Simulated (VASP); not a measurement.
OSZICAR of a VASP run on CdHgSe₂ (space group P-4m2):

File OSZICAR:
```
       N       E                     dE             d eps       ncg     rms          rms(c)
DAV:   1     0.218367868001E+03    0.21837E+03   -0.15048E+04  2656   0.120E+03
DAV:   2    -0.917510982632E+00   -0.21929E+03   -0.21480E+03  2928   0.322E+02
DAV:   3    -0.128102192997E+02   -0.11893E+02   -0.11850E+02  3138   0.749E+01
DAV:   4    -0.129167249914E+02   -0.10651E+00   -0.10646E+00  2838   0.694E+00
DAV:   5    -0.129176397202E+02   -0.91473E-03   -0.91466E-03  3132   0.594E-01    0.110E+01
DAV:   6    -0.122774112229E+02    0.64023E+00   -0.14971E+00  3506   0.147E+01    0.828E+00
DAV:   7    -0.122488228475E+02    0.28588E-01   -0.56846E-01  2820   0.466E+00    0.293E+00
DAV:   8    -0.122389940590E+02    0.98288E-02   -0.93427E-02  2812   0.347E+00    0.477E-01
DAV:   9    -0.122380938831E+02    0.90018E-03   -0.10529E-02  2916   0.137E+00    0.138E-01
DAV:  10    -0.122380215887E+02    0.72294E-04   -0.40112E-04  2940   0.197E-01    0.433E-02
DAV:  11    -0.122380245448E+02   -0.29561E-05   -0.25289E-04  3206   0.158E-01    0.237E-02
DAV:  12    -0.122380141424E+02    0.10402E-04   -0.71393E-05  3118   0.877E-02    0.535E-03
DAV:  13    -0.122380147742E+02   -0.63174E-06   -0.51256E-06  2802   0.134E-02    0.361E-03
DAV:  14    -0.122380146555E+02    0.11872E-06   -0.47293E-07  2618   0.729E-03    0.812E-04
DAV:  15    -0.122380146618E+02   -0.63319E-08   -0.11603E-07  1422   0.207E-03
   1 F= -.12238015E+02 E0= -.12238015E+02  d E =0.000000E+00
```

Problem. Which electronic solver shows in the log?

Solution. It is blocked Davidson (ALGO = Normal, or the opening steps of other solvers). The INCAR had ALGO = Normal.

Problem. Can the final energy be trusted as converged?

Solution. The run converged. It stopped with EDIFF = 1E-7, NELM = 100 (LDA (Ceperley-Alder, Perdew-Zunger), plane waves, VASP's LDA PAW potentials (set 64)).

The structure comes from a computed database's CdHgSe2 entry (P-4m2); how it stands against other phases isn't given here. It was relaxed first, which changed the volume by -6 %.
